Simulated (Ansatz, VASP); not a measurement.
# Be2Al: VASP beside Ansatz, part 2 of 2

One calculation is typed for both programs; each brings its own data sets. How far apart do they land? The cell is generated by rule, not measured, and may not be a known phase. The cell is taken from a series of runs on this material, whose earlier steps may have relaxed, scaled, displaced or heated it; both programs get it as it stands.

VASP 6.6.1 and Ansatz 0.2.0.

So far: The starting structure; Ansatz: relaxation of cell and atoms, PBEsol, pair 1; VASP: relaxation of cell and atoms, PBEsol, pair 1; Differences.

### 5. VASP: relaxation of cell and atoms, PBEsol, pair 2

Level of this step: PBEsol; plane waves and PAW (Be, Al); invented cell (VASP).

The relaxed volume is the usual yardstick between codes: in a stiff, nearly cubic crystal its relative difference is about their pressure difference at one cell divided by the bulk modulus.

INCAR reads:

```
SYSTEM = Be2Al
PREC = Accurate
ENCUT = 600
EDIFF = 1E-07
NELM = 120
ISMEAR = 0
SIGMA = 0.1
LREAL = .FALSE.
ALGO = Normal
GGA = PS
NBANDS = 9
LORBIT = 11
LWAVE = .FALSE.
LCHARG = .FALSE.
ISIF = 3
IBRION = 2
NSW = 80
EDIFFG = -0.005
LASPH = .TRUE.
GGA_COMPAT = .FALSE.
NELMIN = 4
```

POSCAR reads:

```
Be2Al
1.0
    0.0000000000      2.7194970000      2.7194970000
    2.7194970000      0.0000000000      2.7194970000
    2.7194970000      2.7194970000      0.0000000000
Be Al
2 1
Direct
    0.2499999081      0.2499999081      0.2499999081
    0.7499999081      0.7499999081      0.7499999081
    0.0000000000      0.0000000000      0.0000000000
```

KPOINTS reads:

```
Automatic mesh
0
Gamma
14 14 14
0 0 0
```

PAW data sets: Be and Al (PBE family, release 64).

The run is started by

```sh
mpirun -np 1 vasp_std
```

Numbers of over 12 decimals in the logs are rounded to 6 here.

What it wrote:

```text
[banner, memory and clock lines left out]
running    1 mpi-ranks, on    1 nodes
[...]
[... a notice as in an earlier step ...]

 LDA part: xc-table for (Slater+PW92), standard interpolation
 POSCAR, INCAR and KPOINTS ok, starting setup
[...]
entering main loop
       N       E                     dE             d eps       ncg     rms          rms(c)
DAV:   1     0.126746105317E+01    0.12675E+01   -0.26466E+03  1880   0.612E+02
DAV:   2    -0.101215689902E+02   -0.11389E+02   -0.10985E+02  2835   0.777E+01
DAV:   3    -0.103501035041E+02   -0.22853E+00   -0.22494E+00  2536   0.969E+00
DAV:   4    -0.103516203730E+02   -0.15169E-02   -0.15144E-02  2786   0.851E-01
[...]
DAV:  10    -0.102974251834E+02   -0.83675E-06   -0.16098E-06  2205   0.889E-03    0.300E-03
DAV:  11    -0.102974249888E+02    0.19458E-06   -0.90090E-08  2123   0.189E-03    0.459E-04
DAV:  12    -0.102974249797E+02    0.91038E-08   -0.17783E-08  1179   0.101E-03
   1 F= -.10297425E+02 E0= -.10295356E+02  d E =-.102974E+02
[...]
N       E                     dE             d eps       ncg     rms          rms(c)
DAV:   1    -0.102982530610E+02   -0.82807E-03   -0.58087E-03  2046   0.558E-01    0.689E-02
DAV:   2    -0.102981828505E+02    0.70211E-04   -0.10974E-04  2386   0.661E-02    0.224E-02
DAV:   3    -0.102981485053E+02    0.34345E-04   -0.47046E-05  2427   0.321E-02    0.114E-02
DAV:   4    -0.102981447759E+02    0.37294E-05   -0.36956E-06  2542   0.103E-02    0.594E-03
DAV:   5    -0.102981441939E+02    0.58209E-06   -0.30159E-07  2077   0.338E-03    0.359E-04
DAV:   6    -0.102981442388E+02   -0.44985E-07   -0.11406E-08  1062   0.607E-04
   2 F= -.10298144E+02 E0= -.10296045E+02  d E =-.719259E-03
 trial-energy change:   -0.000719  1 .order   -0.000728   -0.001390   -0.000066
 step:   1.0516(harm=  1.0495)  dis= 0.00000  next Energy=   -10.298146 (dE=-0.721E-03)
 reached required accuracy - stopping structural energy minimisation
```

Parts of OUTCAR (step 5):

```text
  Total        0.0080100      0.0080100      0.0080100      0.0000000      0.0000000      0.0000000
  in kB        0.3164417      0.3164417      0.3164417      0.0000000      0.0000000      0.0000000
  external PRESSURE =       0.3164417 kB  Pullay stress =       0.0000000 kB

 POSITION                                       TOTAL-FORCE (eV/Angst)
 -----------------------------------------------------------------------------------
      1.36346      1.36346      1.36346         0.000000      0.000000      0.000000
      4.09038      4.09038      4.09038        -0.000000     -0.000000     -0.000000
      2.72692      0.00000      2.72692         0.000000      0.000000      0.000000
 -----------------------------------------------------------------------------------
    total drift:                                0.000003      0.000003      0.000003

  FREE ENERGIE OF THE ION-ELECTRON SYSTEM (eV)
  ---------------------------------------------------
  free  energy   TOTEN  =       -10.2981442388 eV

  energy  without entropy=      -10.2939451466  energy(sigma->0) =      -10.29604469

[... 1 part as in an earlier step ...]

[... 3 further parts left out ...]
[key lines of the parts left out:]
E-fermi :   4.6969
```

### 6. Ansatz: relaxation of cell and atoms, PBEsol, pair 2

The same cell, functional, mesh and smearing now go to Ansatz, which takes its cutoff from its data sets.

The cell is taken from a series of runs on this material, whose earlier steps may have relaxed, scaled, displaced or heated it; both programs get it as it stands.

input.yaml reads:

```yaml
crystal:
  lattice:
    - [0.0, 2.719496747, 2.719496747]
    - [2.719496747, 0.0, 2.719496747]
    - [2.719496747, 2.719496747, 0.0]
  atoms:
    - { symbol: Be, position: [0.25, 0.25, 0.25] }
    - { symbol: Be, position: [0.75, 0.75, 0.75] }
    - { symbol: Al, position: [0.0, 0.0, 0.0] }
kpoints:
  mp_grid: { grid: [14, 14, 14] }
hamiltonian:
  xc: pbesol
scf:
  occupations: { method: gaussian, width: 0.1 }
output:
  forces: true
  stress: true
  eigenvalues: true
  write_density: true
  write_potential: true
  elf: true
  volumetric_format: npy
relax:
  adjacent_minimum: "off"
  f_tol: 0.005
  max_steps: 80
  cell: { stress_tol: 0.05 }
```

The run is started by

```sh
ansatz run input.yaml --threads 4 --pin off --max-ram 8192MiB --backend cpu --events-out ev --progress --plain --runs-dir out
```

What it wrote:

```text
[...]
Crystal: 3 atoms, lattice volume = 40.225 Å³
Basis set: ecut = 420 eV, 749 PW (Γ), exchange–correlation on 54×54×54 points (8 copies of the dense FFT grid, shifted against one another)
Bands: 8, of which v1, the nominal top of the filled ones, is band 4 counted from 1 (3 counted from 0)
Symmetry: 48 space group operations
[...]
k-points: 104 of 2744
[...]
--- Band table (eV; the first three rows and the last of 104) ---
[...]
--- Relaxed structure (3 steps of the walk, 3 accepted, 1 SCFs on fresh bases) ---
[...]
cell:  # Å, volume = 40.4764 Å³
    - [0, 2.725152, 2.725152]
    - [2.725152, 0, 2.725152]
    - [2.725152, 2.725152, 0]
  atoms:
    - { symbol: Be, position: [0.25, 0.25, 0.25] }
    - { symbol: Be, position: [0.750000, 0.750000, 0.750000] }
    - { symbol: Al, position: [0, 0, 0] }
[key lines of the parts left out:]
SCF converged after 4 iterations
Free energy (F): -703.456459 eV
Fermi energy:    5.114341 eV
P = ⅓ Tr σ = 0.0032 GPa (0.032 kbar)
```

### 7. Differences

The two programs side by side:

```
                                         quantity  Ansatz   VASP  difference
                                      volume (Å³)   40.48  40.56     -0.19 %
edge a after relaxation, in the typed setting (Å)   3.854  3.856     -0.06 %
```

### 8. What came out

```yaml
difference_in_volume_relaxation_of_cell_and_atoms_pbesol_pair_1: -0.21 %
difference_in_volume_relaxation_of_cell_and_atoms_pbesol_pair_2: -0.19 %
```

The difference in volume is -0.21 % (relaxation of cell and atoms, PBEsol, pair 1), within the 1.2 % picked in this series as the mark of a large difference, as far as the stopping tolerances let one tell. 1 further run of this series is not shown here. How closely two codes agree says nothing of how well the functional describes the real material.

[Lines on the potential files, build, host, timing and source positions are cut from VASP's logs without a mark.]

[Logs are printed without paths, hosts, clocks, repeated set-up lines and the standing remarks that a program may print on its own settings, such as how far it seeks lower states.]

[Hosts, paths, dates, database ids (printed as entryN), source tags and the programs' standing remarks are cut or masked in the printed files.]
